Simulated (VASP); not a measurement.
Write the native input for VASP 6.6.1 that does the following.

- Task: single point
- Functional: PBE
- Potentials or basis: VASP PAW PBE potentials, release 64 (Tl_d, Sr_sv, F)
- Cutoff: 520 eV
- k mesh: 6 × 6 × 6
- Occupations: fermi-dirac, width 0.02 eV
- Spin: no spin polarisation
- Dipole correction: no
- Further INCAR settings: ALGO = Fast; EDIFF = 1e-06; NBANDS = 30

The structure of SrTlF3 lies in POSCAR:

```
SrTlF3
1.0
    4.7085950809      0.0000000000      0.0000000000
    0.0000000000      4.7085950809      0.0000000000
    0.0000000000      0.0000000000      4.7085950809
Tl Sr F
1 1 3
Direct
    0.0000000000      0.0000000000      0.0000000000
    0.5000000000      0.5000000000      0.5000000000
    0.5000000000      0.5000000000      0.0000000000
    0.5000000000      0.0000000000      0.5000000000
    0.0000000000      0.5000000000      0.5000000000
```

The cell was built by a generator and needn't be a form met in nature.

The input as run:

INCAR

```
SYSTEM = SrTlF3
PREC = Accurate ; ENCUT = 520
EDIFF = 1E-6 ; ISMEAR = -1
SIGMA = 0.02 ; LREAL = .FALSE.
LASPH = .TRUE. ; NELM = 100
ALGO = Fast ; ISIF = 2
LWAVE = .FALSE. ; LCHARG = .FALSE.
GGA = PE ; NBANDS = 30
```

KPOINTS

```
Automatic mesh
0
G
  6 6 6
  0 0 0
```

Potentials or basis: VASP PAW PBE potentials, release 64 (Tl_d, Sr_sv, F).

The run is started by

```sh
$ cat potpaw_PBE.64/Tl_d/POTCAR potpaw_PBE.64/Sr_sv/POTCAR potpaw_PBE.64/F/POTCAR > POTCAR
$ mpirun -np 1 vasp_std > vasp.out
```

It gave:

| Quantity | Value |
| --- | --- |
| Pressure | 2.0 GPa |
| Band gap on the k mesh | 4.41 eV, direct |

Caveat: spin-orbit coupling is left out, which as a rule narrows the gap of such compounds by several tenths of an eV.

Run time: 30 s on 1 thread of Intel(R) Xeon(R) 6975P-C (Granite Rapids), with other jobs on the host, peak memory 0.23 GiB.
